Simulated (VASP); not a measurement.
Input:

```xyz
2
Lattice="0.0000 3.5373 3.5373 3.5373 0.0000 3.5373 3.5373 3.5373 0.0000" Properties=species:S:1:pos:R:3 pbc="T T T"
Rb     0.0000     0.0000     0.0000
Br     3.5373     3.5373     3.5373
```

Computed with revTPSS meta-GGA, VASP's PBE PAW potentials (set 64) (plane waves; VASP). Run with 520 eV cut-off, 7×7×7 Γ-centred mesh, Gaussian smearing of 0.050 eV, potentials Rb_sv Br.

Question: What does the run give for the energy per atom (σ→0), band gap (on the k-mesh) with the smallest direct gap where there is one?

Answer: 
The band gap (on the k-mesh) is 4.62 eV and the smallest direct gap (on the k-mesh) comes out as 4.62 eV. The energy per atom (σ→0) is 5.375 eV/atom.

Only differences to runs with the same potentials and settings are physical.

The compound is RbBr in the rock salt structure. This cell is one point of a volume scan, at 1.03 of the reference volume.
